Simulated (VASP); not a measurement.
Output of a VASP run:

**OSZICAR**
```
...
DAV:   9    -0.106350832077E+03   -0.44159E-05   -0.24859E-07  2006   0.681E-03    0.676E-04
DAV:  10    -0.106350831057E+03    0.10205E-05   -0.94922E-08  1644   0.258E-03    0.256E-04
DAV:  11    -0.106350834028E+03   -0.29709E-05   -0.90216E-08  1943   0.447E-03    0.701E-05
DAV:  12    -0.106350833574E+03    0.45381E-06   -0.42479E-09  1300   0.651E-04    0.530E-05
DAV:  13    -0.106350833744E+03   -0.17009E-06   -0.15021E-09  1301   0.451E-04    0.189E-05
DAV:  14    -0.106350833588E+03    0.15580E-06   -0.61984E-10  1301   0.240E-04    0.899E-06
DAV:  15    -0.106350833636E+03   -0.47500E-07   -0.36936E-11  1301   0.513E-05
   2 F= -.10635083E+03 E0= -.10635097E+03  d E =-.386666E-02
       N       E                     dE             d eps       ncg     rms          rms(c)
DAV:   1    -0.106392933876E+03   -0.42100E-01   -0.20453E+00  2638   0.114E+01    0.915E-01
DAV:   2    -0.106359689898E+03    0.33244E-01   -0.25617E-02  2680   0.144E+00    0.565E-01
DAV:   3    -0.106348366700E+03    0.11323E-01   -0.28120E-02  2619   0.180E+00    0.488E-02
DAV:   4    -0.106353575537E+03   -0.52088E-02   -0.50905E-03  2635   0.691E-01    0.339E-02
DAV:   5    -0.106353677500E+03   -0.10196E-03   -0.42614E-04  2624   0.168E-01    0.280E-02
DAV:   6    -0.106353700787E+03   -0.23286E-04   -0.26766E-04  2597   0.123E-01    0.109E-02
DAV:   7    -0.106353750700E+03   -0.49913E-04   -0.47205E-05  2607   0.502E-02    0.361E-03
DAV:   8    -0.106353740874E+03    0.98258E-05   -0.21451E-06  2711   0.154E-02    0.165E-03
DAV:   9    -0.106353747701E+03   -0.68270E-05   -0.43283E-07  2216   0.910E-03    0.114E-03
DAV:  10    -0.106353746598E+03    0.11031E-05   -0.22773E-07  2057   0.387E-03    0.408E-04
DAV:  11    -0.106353751940E+03   -0.53417E-05   -0.25794E-07  1985   0.749E-03    0.991E-05
DAV:  12    -0.106353751001E+03    0.93892E-06   -0.12119E-08  1305   0.120E-03    0.871E-05
DAV:  13    -0.106353751291E+03   -0.29035E-06   -0.38341E-09  1305   0.739E-04    0.285E-05
DAV:  14    -0.106353751040E+03    0.25154E-06   -0.11276E-09  1302   0.376E-04    0.107E-05
DAV:  15    -0.106353751101E+03   -0.61719E-07   -0.61938E-11  1301   0.644E-05
   3 F= -.10635375E+03 E0= -.10635393E+03  d E =-.678413E-02
       N       E                     dE             d eps       ncg     rms          rms(c)
DAV:   1    -0.106358066241E+03   -0.43152E-02   -0.21682E-01  2620   0.370E+00    0.298E-01
DAV:   2    -0.106354544383E+03    0.35219E-02   -0.26935E-03  2649   0.480E-01    0.184E-01
DAV:   3    -0.106353365025E+03    0.11794E-02   -0.30233E-03  2626   0.598E-01    0.163E-02
DAV:   4    -0.106353902498E+03   -0.53747E-03   -0.52904E-04  2644   0.224E-01    0.110E-02
DAV:   5    -0.106353917818E+03   -0.15320E-04   -0.43081E-05  2617   0.535E-02    0.920E-03
DAV:   6    -0.106353915294E+03    0.25239E-05   -0.28729E-05  2596   0.406E-02    0.355E-03
DAV:   7    -0.106353923950E+03   -0.86566E-05   -0.48150E-06  2609   0.162E-02    0.117E-03
DAV:   8    -0.106353921184E+03    0.27658E-05   -0.19575E-07  2102   0.473E-03    0.568E-04
DAV:   9    -0.106353923513E+03   -0.23286E-05   -0.84910E-08  1893   0.363E-03    0.272E-04
DAV:  10    -0.106353922706E+03    0.80659E-06   -0.16763E-08  1301   0.130E-03    0.108E-04
DAV:  11    -0.106353924075E+03   -0.13687E-05   -0.17401E-08  1301   0.195E-03    0.329E-05
DAV:  12    -0.106353923829E+03    0.24626E-06   -0.97672E-10  1301   0.295E-04    0.256E-05
DAV:  13    -0.106353923880E+03   -0.51265E-07   -0.28638E-10  1301   0.191E-04
   4 F= -.10635392E+03 E0= -.10635414E+03  d E =-.695690E-02
```

File OUTCAR:
```
------------------------ aborting loop because EDIFF is reached ----------------------------------------
  FORCE on cell =-STRESS in cart. coord.  units (eV):
  Direction    XX          YY          ZZ          XY          YZ          ZX
  --------------------------------------------------------------------------------------
  Total       -0.3432021     -0.3432021     -0.3356915      0.0000000      0.0000000      0.0000000
  in kB       -8.8464491     -8.8464498     -8.6528547      0.0000000      0.0000000      0.0000000
  external PRESSURE =      -8.7819179 kB  Pullay stress =       0.0000000 kB
  volume of cell :       62.16
      direct lattice vectors                 reciprocal lattice vectors
     1.810698978 -3.136222737  0.000000000     0.276136457 -0.159427452 -0.000000000
     1.810698978  3.136222737 -0.000000000     0.276136457  0.159427452 -0.000000000
     0.000000000  0.000000000  5.472784478    -0.000000000  0.000000000  0.182722343
 POSITION                                       TOTAL-FORCE (eV/Angst)
 -----------------------------------------------------------------------------------
      1.81070      1.04541      1.36820        -0.000000      0.000000     -0.000000
      1.81070     -1.04541      4.10459         0.000000     -0.000000      0.000000
 -----------------------------------------------------------------------------------
    total drift:                                0.000022      0.000480      0.000011
  FREE ENERGIE OF THE ION-ELECTRON SYSTEM (eV)
  ---------------------------------------------------
  free  energy   TOTEN  =      -106.3539238801 eV

  energy  without entropy=     -106.3545585369  energy(sigma->0) =     -106.35413543

 reached required accuracy - stopping structural energy minimisation
```
(Selected blocks of OUTCAR.)

POSCAR:
```
Tl
1
    1.7879363534    -3.0967967161     0.0000000000
    1.7879363534     3.0967967161     0.0000000000
    0.0000000000     0.0000000000     5.6130220549
Tl
2
Direct
  0.3333330000   0.6666670000   0.2500000000
  0.6666670000   0.3333330000   0.7500000000
```

Write an INCAR and KPOINTS that could have produced this output.

Several could match; the one computed here: the input of the run itself, r2SCAN meta-GGA, plane waves, VASP's PBE PAW potentials (set 64).

INCAR:
```
ALGO = Normal
EDIFF = 1E-7
EDIFFG = -0.01
ENCUT = 520
IBRION = 2
ISIF = 4
ISMEAR = 1
LASPH = .TRUE.
LCHARG = .FALSE.
LMAXMIX = 4
LMIXTAU = .TRUE.
LREAL = .FALSE.
LWAVE = .FALSE.
METAGGA = R2SCAN
NELM = 100
NSW = 30
PREC = Accurate
SIGMA = 0.1
SYSTEM = Tl
```

### KPOINTS
```
Regular mesh
0
Gamma
12 12 7
0 0 0
```

POTCAR, in this order: Tl_d (PBE.64 set). Program: vasp_std.

The compound is Tl in the hcp structure. This cell is one point of a volume scan, at 1.03 of the reference volume. Symmetry was kept, so distortions that lower it aren't found.
